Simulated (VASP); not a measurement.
VASP ran on this input.

### INCAR
```
AGGAC = 0.0
ALGO = Normal
EDIFF = 1E-6
EDIFFG = -0.02
ENCUT = 520
GGA = BO
IBRION = 2
ISIF = 3
ISMEAR = 0
LASPH = .TRUE.
LCHARG = .FALSE.
LREAL = .FALSE.
LUSE_VDW = .TRUE.
LWAVE = .FALSE.
NELM = 100
NSW = 60
PARAM1 = 0.1833333333
PARAM2 = 0.22
PREC = Accurate
SIGMA = 0.05
SYSTEM = SiO2
```

File POSCAR:
```
SiO2
1
    4.1938818509     0.0000000000     0.0000000000
   -0.0000000000     4.1938818509     0.0000000000
    0.0000000000     0.0000000000     2.6825246477
Si O
2 4
Direct
  0.0000000000   0.0000000000   0.0000000000
  0.5000000000   0.5000000000   0.5000000000
  0.3057128375   0.3057128375   0.0000000000
  0.8057128375   0.1942871625   0.5000000000
  0.1942871625   0.8057128375   0.5000000000
  0.6942871625   0.6942871625   0.0000000000
```

KPOINTS:
```
Automatic mesh
0
Gamma
5 5 7
0 0 0
```

POTCAR, in this order: Si O (PBE.64 set). Program: vasp_std.

### Question
Translate this optB88-vdW calculation to Quantum ESPRESSO's pw.x.

### Answer
One equivalent input (not run):
```
&CONTROL
  calculation = 'vc-relax'
  pseudo_dir = './pseudo'
  outdir = './out'
  tprnfor = .true.
  tstress = .true.
  nstep = 60
  forc_conv_thr = 0.00078
/
&SYSTEM
  ibrav = 0
  nat = 6
  ntyp = 2
  ecutwfc = 84
  occupations = 'smearing'
  smearing = 'gaussian'
  degauss = 0.003675
  input_dft = 'vdw-df-obk8'
/
&ELECTRONS
  conv_thr = 7.3e-08
  electron_maxstep = 100
/
&IONS
/
&CELL
/
ATOMIC_SPECIES
  Si 28.085 Si.upf
  O 15.999 O.upf
CELL_PARAMETERS angstrom
     4.1938819    0.0000000    0.0000000
    -0.0000000    4.1938819    0.0000000
     0.0000000    0.0000000    2.6825246
ATOMIC_POSITIONS crystal
  Si   0.0000000  0.0000000  0.0000000
  Si   0.5000000  0.5000000  0.5000000
  O    0.3057128  0.3057128  0.0000000
  O    0.8057128  0.1942872  0.5000000
  O    0.1942872  0.8057128  0.5000000
  O    0.6942872  0.6942872  0.0000000
K_POINTS automatic
  5 5 7 0 0 0
```
Limits of the translation: the potentials are each code's own (VASP's PAW set, PseudoDojo norm-conserving files in pw.x), so ENCUT and ecutwfc are chosen apart and not converted; conv_thr bounds pw.x's estimated SCF error, while EDIFF bounds the energy change between steps; forc_conv_thr acts on force components and is met together with etot_conv_thr.

The compound is SiO2 in the rutile structure, stishovite, a high-pressure form. This run relaxes it. Symmetry was kept, so distortions that lower it aren't found. The start is the result of an earlier pass.
